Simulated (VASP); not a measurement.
# PdAu3 (Pm-3m) in VASP: notebook

Runs on PdAu3. Level: LDA. Tasks: single point, relaxation of cell and atoms.

All numbers are computed with VASP 6.6.1; they aren't measurements. Logs are shortened: lines on timing, memory, paths and dates and some standing lists are left out, and cuts for length are marked.

## 1. The crystal as given

Symmetry: Pm-3m, No. 221, cubic system. The conventional cell has a = 3.990 Å, b = 3.990 Å, c = 3.990 Å, α = 90.00°, β = 90.00°, γ = 90.00°. Around Pd (site symmetry m-3m) lie 12 Au at 2.82 Å. Au (site symmetry 4/mmm) has 4 Pd at 2.82 Å and 8 Au at 2.82 Å as nearest neighbours.

The cell was built by a generator and needn't be a form met in nature.

## 2. Single point, LDA

File INCAR:

```
  ALGO = Normal
  EDIFF = 1E-6
  ENCUT = 520
  GGA = CA
  ISIF = 2
  ISMEAR = -1
  LASPH = T
  LCHARG = F
  LREAL = F
  LWAVE = F
  NBANDS = 30
  NELM = 100
  PREC = Accurate
  SIGMA = 0.0102
```

File KPOINTS:

```
k-points
0
Gamma
  5 5 5
```

File POSCAR:

```
PdAu3
1.0
    3.9900088125      0.0000000000      0.0000000000
    0.0000000000      3.9900088125      0.0000000000
    0.0000000000      0.0000000000      3.9900088125
Pd Au
1 3
Direct
    0.0000000000      0.0000000000      0.0000000000
    0.0000000000      0.5000000000      0.5000000000
    0.5000000000      0.0000000000      0.5000000000
    0.5000000000      0.5000000000      0.0000000000
```

Potentials or basis: VASP PAW LDA potentials, release 64 (Pd, Au).

Run with:

```bash
cat potpaw_LDA.64/Pd/POTCAR potpaw_LDA.64/Au/POTCAR > POTCAR
mpirun -np 1 vasp_std > vasp.out
```

OUTCAR:

```text
EDIFF = 1E-6
   ENCUT = 520
   GGA = CA
   ISIF = 2
   ISMEAR = -1
   LASPH = T
   LREAL = F
   NELM = 100
   PREC = Accurate

 ion  position               nearest neighbor table
   1  0.000  0.000  0.000-   2 2.82   3 2.82   4 2.82   2 2.82   3 2.82   2 2.82   4 2.82   2 2.82
                             3 2.82   4 2.82   3 2.82   4 2.82
   2  0.000  0.500  0.500-   1 2.82   3 2.82   4 2.82   1 2.82   4 2.82   1 2.82   3 2.82   1 2.82
                             3 2.82   4 2.82   4 2.82   3 2.82
   3  0.500  0.000  0.500-   1 2.82   2 2.82   4 2.82   1 2.82   4 2.82   2 2.82   4 2.82   4 2.82
                             1 2.82   2 2.82   1 2.82   2 2.82
   4  0.500  0.500  0.000-   1 2.82   2 2.82   3 2.82   2 2.82   3 2.82   1 2.82   3 2.82   3 2.82
                             1 2.82   2 2.82   2 2.82   1 2.82

  LATTYP: Found a simple cubic cell.
 ALAT       =     3.9900088125

  Lattice vectors:

 A1 = (   3.9900088125,   0.0000000000,   0.0000000000)
 A2 = (   0.0000000000,   3.9900088125,   0.0000000000)
 A3 = (   0.0000000000,   0.0000000000,   3.9900088125)

Analysis of symmetry for initial positions (statically):
=====================================================================
 Subroutine PRICEL returns:
 Original cell was already a primitive cell.

 Routine SETGRP: Setting up the symmetry group for a
 simple cubic supercell.

 Subroutine GETGRP returns: Found 48 space group operations
 (whereof 48 operations were pure point group operations)
 out of a pool of 48 trial point group operations.

The static configuration has the point symmetry O_h .

Analysis of symmetry for dynamics (positions and initial velocities):
=====================================================================
 Subroutine PRICEL returns:
 Original cell was already a primitive cell.

 Routine SETGRP: Setting up the symmetry group for a
 simple cubic supercell.

 Subroutine GETGRP returns: Found 48 space group operations
 (whereof 48 operations were pure point group operations)
 out of a pool of 48 trial point group operations.

The dynamic configuration has the point symmetry O_h .

 Subroutine INISYM returns: Found 48 space group operations
 (whereof 48 operations are pure point group operations),
 and found     1 'primitive' translations

----------------------------------------------------------------------------------------

                                     Primitive cell

  volume of cell :      63.5216

[... 76 lines left out ...]
   NELM   =    100;   NELMIN=  2; NELMDL= -5     # of ELM steps
   EDIFF  = 0.1E-05   stopping-criterion for ELM
   LREAL  =      F    real-space projection
   EDIFFG = 0.1E-04   stopping-criterion for IOM
   NSW    =      0    number of steps for IOM
   IBRION =     -1    ionic relax: 0-MD 1-quasi-New 2-CG
   NFREE  =      0    steps in history (QN), initial steepest desc. (CG)
   ISIF   =      2    stress and relaxation
   ISYM   =      2    0-nonsym 1-usesym 2-fastsym
   POTIM  = 0.5000    time-step for ionic-motion
   TEBEG  =    0.0;   TEEND  =   0.0 temperature during run
   PSTRESS=    0.0 pullay stress
   NELECT =      43.0000    total number of electrons
   NUPDOWN=      -1.0000    fix difference up-down
   EMIN   =  10.00;   EMAX   =-10.00  energy-range for DOS
   EFERMI =   0.00;   METHOD = LEGACY
   ISMEAR =    -1;   SIGMA  =   0.01  broadening in eV -4-tet -1-fermi 0-gaus
   EFERMI_NEDOS =   21; number of points for ismear=-14 and -15
   IALGO  =     38    algorithm
   IMIX   =      4    mixing-type and parameters
     AMIX     =   0.40;   BMIX     =  1.00
     AMIX_MAG =   1.60;   BMIX_MAG =  1.00
  volume/ion in A,a.u.               =      15.88       107.17
  Fermi-wavevector in a.u.,A,eV,Ry     =   1.437442  2.716372 28.112912  2.066241
  Thomas-Fermi vector in A             =   2.556520
   LORBIT       =      0    0 simple, 1 ext, 2 COOP (PROOUT), +10 PAW based schemes
   GGA     = CA    functional components
   LHFCALC =     F    Hartree Fock is set to
   AEXX    =    0.0000 exact exchange contribution
   IVDW    =     0    specifies the selected vdW correction
   LEPSILON=     F    determine dielectric tensor
   LRPA    =     F    only Hartree local field effects (RPA)
 non-spin polarized calculation
  energy-cutoff  :      520.00
  volume of cell :       63.52
 maximum number of plane-waves:      1743
 NGX is ok and might be reduce to    30
   NGX = 15   NGY = 15   NGZ = 15

 number of electron      43.0000000 magnetization

 Free energy of the ion-electron system (eV)
  ---------------------------------------------------
  ext. energy  EPLUGINS =         0.00000000
  ---------------------------------------------------
  free energy    TOTEN  =       -20.20418345 eV

  energy without entropy =      -20.20318066  energy(sigma->0) =      -20.20368205

 E-fermi :  10.1053     XC(G=0): -13.3108

 val. band max:        9.4590955428   @ k =   0.0000   0.0000   0.0000
 cond. band min:      10.1188907094   @ k =   0.4000   0.4000   0.0000
 fundamental gap:      0.6597951666
 Fermi energy:        10.1052719697

 k-point     1 :       0.0000    0.0000    0.0000
  band No.  band energies     occupation
      1       0.1357      2.00000
      2       2.6035      2.00000
      3       3.0271      2.00000
      4       3.0271      2.00000
      5       3.1274      2.00000
      6       3.1274      2.00000
[... 319 lines left out ...]
     29      24.6064      0.00000
     30      24.8095      0.00000

------------------------ aborting loop because EDIFF is reached ----------------------------------------

  FORCE on cell =-STRESS in cart. coord.  units (eV):
  Direction    XX          YY          ZZ          XY          YZ          ZX
  --------------------------------------------------------------------------------------
  -------------------------------------------------------------------------------------
  Total        0.2124166      0.2124166      0.2124166     -0.0000000      0.0000000     -0.0000000
  in kB        5.3576889      5.3576889      5.3576889     -0.0000000      0.0000000     -0.0000000
  external PRESSURE =       5.3576889 kB  Pullay stress =       0.0000000 kB

 VOLUME and BASIS-vectors are now :
 -----------------------------------------------------------------------------
  energy-cutoff  :      520.00
  volume of cell :       63.52
      direct lattice vectors                 reciprocal lattice vectors
     3.990008813  0.000000000  0.000000000     0.250626013  0.000000000  0.000000000
     0.000000000  3.990008813  0.000000000     0.000000000  0.250626013  0.000000000
     0.000000000  0.000000000  3.990008813     0.000000000  0.000000000  0.250626013

 POSITION                                       TOTAL-FORCE (eV/Angst)
 -----------------------------------------------------------------------------------
      0.00000      0.00000      0.00000         0.000000      0.000000      0.000000
      0.00000      1.99500      1.99500         0.000000      0.000000      0.000000
      1.99500      0.00000      1.99500         0.000000      0.000000      0.000000
      1.99500      1.99500      0.00000         0.000000      0.000000      0.000000
 -----------------------------------------------------------------------------------
    total drift:                                0.000000      0.000000     -0.000000

  FREE ENERGIE OF THE ION-ELECTRON SYSTEM (eV)
  ---------------------------------------------------
  free  energy   TOTEN  =       -20.2041834459 eV

  energy  without entropy=      -20.2031806606  energy(sigma->0) =      -20.20368205
```

It took 12 s on 1 thread of Intel Xeon Platinum 8488C (Sapphire Rapids), shared host; peak memory 0.15 GiB.

What came out:

```
Free energy            : -20.2042 eV
Pressure               : 0.5 GPa
Band gap on the k mesh : none (metal or under the smearing width)
```

## 3. Relaxation of cell and atoms, LDA

This run uses another cell than the first one, of 16.04 Å³/atom, 1.010 times its volume.

File INCAR:

```
PREC = Accurate ; ENCUT = 600
EDIFF = 1E-7 ; ISMEAR = -1
SIGMA = 0.0102 ; LREAL = False
LASPH = True ; NELM = 100
ALGO = Fast ; ISIF = 3
LWAVE = False ; LCHARG = False
GGA = CA ; IBRION = 2
NSW = 60 ; EDIFFG = -0.01
```

File KPOINTS:

```
regular mesh
0
Gamma
  5 5 5
```

File POSCAR:

```
PdAu3
1.0
    4.0032500300      0.0000000000      0.0000000000
    0.0000000000      4.0032500300      0.0000000000
    0.0000000000      0.0000000000      4.0032500300
Pd Au
1 3
Direct
    0.0000000000      0.0000000000      0.0000000000
    0.0000000000      0.5000000000      0.5000000000
    0.5000000000      0.0000000000      0.5000000000
    0.5000000000      0.5000000000      0.0000000000
```

Potentials or basis: VASP PAW LDA potentials, release 64 (Pd, Au).

Run with:

```bash
cat potpaw_LDA.64/Pd/POTCAR potpaw_LDA.64/Au/POTCAR > POTCAR
mpirun -np 1 vasp_std > vasp.out
```

OUTCAR:

```text
PREC = Accurate
   ENCUT = 600
   EDIFF = 1E-7
   ISMEAR = -1
   LREAL = False
   LASPH = True
   NELM = 100
   ISIF = 3
   GGA = CA
   IBRION = 2
   NSW = 60
   EDIFFG = -0.01

 ion  position               nearest neighbor table
   1  0.000  0.000  0.000-   2 2.83   3 2.83   4 2.83   2 2.83   3 2.83   2 2.83   4 2.83   2 2.83
                             3 2.83   4 2.83   3 2.83   4 2.83
   2  0.000  0.500  0.500-   1 2.83   3 2.83   4 2.83   1 2.83   4 2.83   1 2.83   3 2.83   1 2.83
                             3 2.83   4 2.83   4 2.83   3 2.83
   3  0.500  0.000  0.500-   1 2.83   2 2.83   4 2.83   1 2.83   4 2.83   2 2.83   4 2.83   4 2.83
                             1 2.83   2 2.83   1 2.83   2 2.83
   4  0.500  0.500  0.000-   1 2.83   2 2.83   3 2.83   2 2.83   3 2.83   1 2.83   3 2.83   3 2.83
                             1 2.83   2 2.83   2 2.83   1 2.83

  LATTYP: Found a simple cubic cell.
 ALAT       =     4.0032500300

  Lattice vectors:

 A1 = (   4.0032500300,   0.0000000000,   0.0000000000)
 A2 = (   0.0000000000,   4.0032500300,   0.0000000000)
 A3 = (   0.0000000000,   0.0000000000,   4.0032500300)

Analysis of symmetry for initial positions (statically):
=====================================================================
 Subroutine PRICEL returns:
 Original cell was already a primitive cell.

 Routine SETGRP: Setting up the symmetry group for a
 simple cubic supercell.

 Subroutine GETGRP returns: Found 48 space group operations
 (whereof 48 operations were pure point group operations)
 out of a pool of 48 trial point group operations.

The static configuration has the point symmetry O_h .

Analysis of symmetry for dynamics (positions and initial velocities):
=====================================================================
 Subroutine PRICEL returns:
 Original cell was already a primitive cell.

 Routine SETGRP: Setting up the symmetry group for a
 simple cubic supercell.

 Subroutine GETGRP returns: Found 48 space group operations
 (whereof 48 operations were pure point group operations)
 out of a pool of 48 trial point group operations.

The dynamic configuration has the point symmetry O_h .

 Subroutine INISYM returns: Found 48 space group operations
 (whereof 48 operations are pure point group operations),
 and found     1 'primitive' translations

----------------------------------------------------------------------------------------

                                     Primitive cell

  volume of cell :      64.1561

  direct lattice vectors                    reciprocal lattice vectors
     4.003250030  0.000000000  0.000000000     0.249797038  0.000000000  0.000000000
     0.000000000  4.003250030  0.000000000     0.000000000  0.249797038  0.000000000
     0.000000000  0.000000000  4.003250030     0.000000000  0.000000000  0.249797038

  length of vectors
     4.003250030  4.003250030  4.003250030     0.249797038  0.249797038  0.249797038

  position of ions in fractional coordinates (direct lattice)
     0.000000000  0.000000000  0.000000000
     0.000000000  0.500000000  0.500000000
     0.500000000  0.000000000  0.500000000
     0.500000000  0.500000000  0.000000000

  ion indices of the primitive-cell ions
   primitive index   ion index
                 1           1
                 2           2
                 3           3
                 4           4

----------------------------------------------------------------------------------------

 KPOINTS: regular mesh

Automatic generation of k-mesh.
 Grid dimensions read from file:
 generate k-points for:    5    5    5

 Generating k-lattice:

  Cartesian coordinates                     Fractional coordinates (reciprocal lattice)
     0.049959408  0.000000000  0.000000000     0.200000000  0.000000000  0.000000000
     0.000000000  0.049959408  0.000000000     0.000000000  0.200000000  0.000000000
     0.000000000  0.000000000  0.049959408     0.000000000  0.000000000  0.200000000

  Length of vectors
     0.049959408  0.049959408  0.049959408

  Shift w.r.t. Gamma in fractional coordinates (k-lattice)
     0.000000000  0.000000000  0.000000000

 Subroutine IBZKPT returns following result:
 ===========================================

 Found     10 irreducible k-points:

 Following reciprocal coordinates:
            Coordinates               Weight
  0.000000  0.000000  0.000000      1.000000
  0.200000  0.000000  0.000000      6.000000
  0.400000  0.000000  0.000000      6.000000
  0.200000  0.200000  0.000000     12.000000
  0.400000  0.200000  0.000000     24.000000
  0.400000  0.400000  0.000000     12.000000
  0.200000  0.200000  0.200000      8.000000
  0.400000  0.200000  0.200000     24.000000
  0.400000  0.400000  0.200000     24.000000
  0.400000  0.400000  0.400000      8.000000
   k-points           NKPTS =     10   k-points in BZ     NKDIM =     10   number of bands    NBANDS=     25
   number of dos      NEDOS =    301   number of ions     NIONS =      4
   total plane-waves  NPLWV =  32768
   dimension x,y,z NGX =    32 NGY =   32 NGZ =   32
   dimension x,y,z NGXF=    64 NGYF=   64 NGZF=   64
   ions per type =               1   3
   NGX,Y,Z   is equivalent  to a cutoff of  13.29, 13.29, 13.29 a.u.
   NGXF,Y,Z  is equivalent  to a cutoff of  26.58, 26.58, 26.58 a.u.
 SYSTEM =  unknown system
   PREC   = accura    normal or accurate (medium, high low for compatibility)
   ISTART =      0    job   : 0-new  1-cont  2-samecut
   ICHARG =      2    charge: 1-file 2-atom 10-const
   ISPIN  =      1    spin polarized calculation?
   LNONCOLLINEAR =      F non collinear calculations
   LSORBIT =      F    spin-orbit coupling
   LASPH  =      T    aspherical Exc in radial PAW
   ENCUT  =  600.0 eV  44.10 Ry    6.64 a.u.   8.00  8.00  8.00*2*pi/ulx,y,z
   NELM   =    100;   NELMIN=  2; NELMDL= -5     # of ELM steps
   EDIFF  = 0.1E-06   stopping-criterion for ELM
   LREAL  =      F    real-space projection
   EDIFFG = -.1E-01   stopping-criterion for IOM
   NSW    =     60    number of steps for IOM
   IBRION =      2    ionic relax: 0-MD 1-quasi-New 2-CG
   NFREE  =      1    steps in history (QN), initial steepest desc. (CG)
   ISIF   =      3    stress and relaxation
   ISYM   =      2    0-nonsym 1-usesym 2-fastsym
   POTIM  = 0.5000    time-step for ionic-motion
   TEBEG  =    0.0;   TEEND  =   0.0 temperature during run
   PSTRESS=    0.0 pullay stress
   NELECT =      43.0000    total number of electrons
   NUPDOWN=      -1.0000    fix difference up-down
   EMIN   =  10.00;   EMAX   =-10.00  energy-range for DOS
   EFERMI =   0.00;   METHOD = LEGACY
   ISMEAR =    -1;   SIGMA  =   0.01  broadening in eV -4-tet -1-fermi 0-gaus
   EFERMI_NEDOS =   21; number of points for ismear=-14 and -15
   IALGO  =     68    algorithm
   IMIX   =      4    mixing-type and parameters
     AMIX     =   0.40;   BMIX     =  1.00
     AMIX_MAG =   1.60;   BMIX_MAG =  1.00
  volume/ion in A,a.u.               =      16.04       108.24
  Fermi-wavevector in a.u.,A,eV,Ry     =   1.432688  2.707388 27.927246  2.052595
  Thomas-Fermi vector in A             =   2.552288
   LORBIT       =      0    0 simple, 1 ext, 2 COOP (PROOUT), +10 PAW based schemes
   GGA     = CA    functional components
   LHFCALC =     F    Hartree Fock is set to
   AEXX    =    0.0000 exact exchange contribution
   IVDW    =     0    specifies the selected vdW correction
   LEPSILON=     F    determine dielectric tensor
   LRPA    =     F    only Hartree local field effects (RPA)
 conjugate gradient relaxation of ions
 non-spin polarized calculation
 RMM-DIIS sequential band-by-band and
  energy-cutoff  :      600.00
  volume of cell :       64.16
 maximum number of plane-waves:      2164
 NGX is ok and might be reduce to    32
   NGX = 15   NGY = 15   NGZ = 15

--------------------------------------- Ionic step        1  -------------------------------------------

 number of electron      43.0000012 magnetization

 Free energy of the ion-electron system (eV)
  ---------------------------------------------------
  ext. energy  EPLUGINS =         0.00000000
  ---------------------------------------------------
  free energy    TOTEN  =       -20.20254750 eV

  energy without entropy =      -20.20154494  energy(sigma->0) =      -20.20204622

 E-fermi :   9.9154     XC(G=0): -13.2521

 val. band max:        9.2838311516   @ k =   0.0000   0.0000   0.0000
 cond. band min:       9.9290177436   @ k =   0.4000   0.4000   0.0000
 fundamental gap:      0.6451865921
 Fermi energy:         9.9153997031

 k-point     1 :       0.0000    0.0000    0.0000
  band No.  band energies     occupation
      1       0.0647      2.00000
      2       2.5258      2.00000
      3       2.9456      2.00000
      4       2.9456      2.00000
      5       3.0424      2.00000
      6       3.0424      2.00000
[... 342 lines left out ...]
  energy  without entropy=      -20.1963059065  energy(sigma->0) =      -20.19680748

--------------------------------------- Ionic step        3  -------------------------------------------

 number of electron      43.0000010 magnetization

 Free energy of the ion-electron system (eV)
  ---------------------------------------------------
  ext. energy  EPLUGINS =         0.00000000
  ---------------------------------------------------
  free energy    TOTEN  =       -20.20451984 eV

  energy without entropy =      -20.20351714  energy(sigma->0) =      -20.20401849

 E-fermi :  10.0485     XC(G=0): -13.2932

 val. band max:        9.4074864195   @ k =   0.0000   0.0000   0.0000
 cond. band min:      10.0620889948   @ k =   0.4000   0.4000   0.0000
 fundamental gap:      0.6546025753
 Fermi energy:        10.0484705110

 k-point     1 :       0.0000    0.0000    0.0000
  band No.  band energies     occupation
      1       0.1144      2.00000
      2       2.5802      2.00000
      3       3.0028      2.00000
      4       3.0028      2.00000
      5       3.1020      2.00000
      6       3.1020      2.00000
[... 300 lines left out ...]
  FREE ENERGIE OF THE ION-ELECTRON SYSTEM (eV)
  ---------------------------------------------------
  free  energy   TOTEN  =       -20.2045198423 eV

  energy  without entropy=      -20.2035171373  energy(sigma->0) =      -20.20401849

 reached required accuracy - stopping structural energy minimisation
```

Run time: 25 s. Hardware: 1 thread of Intel Xeon Platinum 8488C (Sapphire Rapids), shared host; peak memory 0.16 GiB.

What came out:

```
Free energy                            : -20.2045 eV
Relaxed volume                         : 15.93 Å³/atom
Relaxed cell                           : a = 3.994 Å, b = 3.994 Å, c = 3.994 Å, α = 90.00°, β = 90.00°, γ = 90.00°
Space group after relaxing (to 0.05 Å) : Pm-3m (No. 221)
Energy gained by relaxing              : 0.5 meV/atom
Ionic steps                            : 3
Pressure after relaxing                : -0.1 GPa
Band gap on the k mesh                 : none (metal or under the smearing width)
```

The path:
```csv
step,energy change (eV),largest force (eV/Å),pressure (GPa),volume (Å³)
1,0.0000,0.0000,-1.39,64.16
2,0.0052,0.0000,2.81,62.87
3,-0.0020,0.0000,-0.05,63.71
```

Final structure:
```xyz
4
Lattice="3.9939 0.0000 0.0000 0.0000 3.9939 0.0000 0.0000 0.0000 3.9939" Properties=species:S:1:pos:R:3 pbc="T T T"
Pd    0.0000    0.0000    0.0000
Au    0.0000    1.9970    1.9970
Au    1.9970    0.0000    1.9970
Au    1.9970    1.9970    0.0000
```

Levels at points of the mesh, in eV from the Fermi level:
| k point | band 19 | band 20 | band 21 | band 22 | band 23 | band 24 |
| --- | --- | --- | --- | --- | --- | --- |
| (0.00, 0.00, 0.00) | -0.64 | -0.64 | -0.64 | 1.26 | 1.26 | 1.26 |

Spin-orbit coupling is left out, which matters for the levels of Au.

(Part 1 of 2 ends here.)
